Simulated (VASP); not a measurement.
Here is the system:

```yaml
crystal:
  lattice:
    - [0.00000, 2.94558, 2.94558]
    - [2.94558, 0.00000, 2.94558]
    - [11.78391, 11.78391, -0.00159]
  atoms:
    - { symbol: Ga, position: [0.02035, 0.02035, 0.98474] }
    - { symbol: Ga, position: [0.00108, 0.00108, 0.24919] }
    - { symbol: Ga, position: [0.98011, 0.98011, 0.51492] }
    - { symbol: Ga, position: [0.99950, 0.99950, 0.75037] }
    - { symbol: Sb, position: [0.25857, 0.25857, 0.05608] }
    - { symbol: Sb, position: [0.23978, 0.23978, 0.32017] }
    - { symbol: As, position: [0.24071, 0.24071, 0.56947] }
    - { symbol: As, position: [0.25991, 0.25991, 0.80507] }
```

These are PBEsol GGA, VASP's PBE PAW potentials (set 64) (plane waves; VASP) values and carry that method's errors. Numerical set-up: 400 eV cut-off, 10×10×3 Γ-centred mesh, tetrahedra with Blöchl corrections, potentials Ga_d Sb As.

Unless said otherwise, spin-orbit coupling is left out, though it shifts the bands of the heavy elements here.

Question: Estimate the energy per atom (σ→0), band gap (on the k-mesh) with the smallest direct gap where there is one.

Answer: 
```
Property                                                    Result
------------------------  ----------------------------------------
band gap (on the k-mesh)  none (metal, semimetal or under 0.01 eV)
energy per atom (σ→0)                               -4.278 eV/atom
```

The structure was generated: Ga4As2Sb2 was put into an ordered model structure (R3m), which need not be its known phase. It was relaxed first.
